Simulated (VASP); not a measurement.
```
HfO2
1.0
    0.00000     2.51710     2.51710
    2.51710     0.00000     2.51710
    2.51710     2.51710     0.00000
Hf O
1 2
Direct
  0.00000   0.00000   0.00000
  0.25000   0.25000   0.25000
  0.75000   0.75000   0.75000
```

Calculation: r2SCAN meta-GGA, VASP's PBE PAW potentials (set 64) (plane waves; VASP). Run with 600 eV cut-off, 8×8×8 Γ-centred mesh, Gaussian smearing of 0.050 eV, potentials Hf_pv O.

Energy and stress use the plane-wave basis of the starting cell.

Question: The ions, cell shape and volume at an external pressure of 15.0 GPa are relaxed. Give the cell that the relaxation ends in.

Answer: 
```
HfO2
1.0
    0.00000     2.47554     2.47554
    2.47554     0.00000     2.47554
    2.47554     2.47554     0.00000
Hf O
1 2
Cartesian
  4.95107   4.95107   4.95107
  1.23777   1.23777   1.23777
  3.71330   3.71330   3.71330
```
Space group Fm-3m (225), at a tolerance of 0.03 Å.

Question: How do energy and volume change from the first to the last step?

Answer: The energy (σ→0) changes by +22.5 meV/atom and the volume by -4.9 %, in 4 ionic steps.

The compound is HfO2 in the fluorite structure, the high-temperature cubic form, which is unstable at 0 K; the monoclinic form is the stable one. This run relaxes it under an external pressure of 15 GPa. Symmetry was kept, so distortions that lower it aren't found.
